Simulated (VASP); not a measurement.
Input:

```
CELL_PARAMETERS angstrom
      0.00000     1.97484     1.97484
      1.97484     0.00000     1.97484
      1.97484     1.97484     0.00000
ATOMIC_POSITIONS crystal
  Ir 0.00000 0.00000 0.00000
```

Computed with PBE GGA, VASP's PBE PAW potentials (set 64) (plane waves; VASP 6.6.1). Run with 480 eV cut-off, 16×16×16 Γ-centred mesh, first-order Methfessel-Paxton smearing of 0.10 eV, potentials Ir.

Unless said otherwise, spin-orbit coupling is left out, though it shifts the bands of the heavy elements here.

Question: Predict the energy per atom (σ→0), pressure, band gap (on the k-mesh) with the smallest direct gap where there is one.

Answer: 
```json
{
  "band gap (on the k-mesh)": "none (metal, semimetal or under 0.01 eV)",
  "energy per atom (σ→0)": "-8.790 eV/atom",
  "pressure": "-17.60 GPa"
}
```

Total energies compare only between runs with the same potentials, cut-off and functional.

The compound is Ir in the fcc structure. This cell was strained or had an atom moved on purpose.
